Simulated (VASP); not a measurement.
A convergence study with VASP on Li2O (antifluorite): one setting is varied, all else stays as given below, so the limit is that of these other settings.

```
CELL_PARAMETERS angstrom
      0.00000     2.31000     2.31000
      2.31000     0.00000     2.31000
      2.31000     2.31000     0.00000
ATOMIC_POSITIONS crystal
  Li 0.25000 0.25000 0.25000
  Li 0.75000 0.75000 0.75000
  O  0.00000 0.00000 0.00000
```

Computed with PBE GGA, VASP's PBE PAW potentials (set 64) (plane waves; VASP). The tightest run used: 700 eV cut-off, 13×13×13 Monkhorst-Pack mesh, Gaussian smearing of 0.050 eV, potentials Li_sv O.

| setting | E (eV/atom) | pressure (GPa) | irreducible k-points |
|---|---|---|---|
| 1×1×1 mesh | -2.0864 | 46.05 | 1 |
| 2×2×2 mesh | -4.7855 | -0.19 | 2 |
| 3×3×3 mesh | -4.7769 | -0.07 | 4 |

These are the cheaper rows. Estimate the results at 13×13×13 mesh, and how far the last row shown lies from them.

```csv
quantity,tightest run,last row shown is off by
E (eV/atom),-4.7851,0.0081
pressure (GPa),-0.17,0.10
```

Left out are rungs that failed or repeat a setting and relaxations that didn't move; long series are thinned to 24 rows.

The compound is Li2O in the antifluorite structure. The cell was not relaxed at this level.
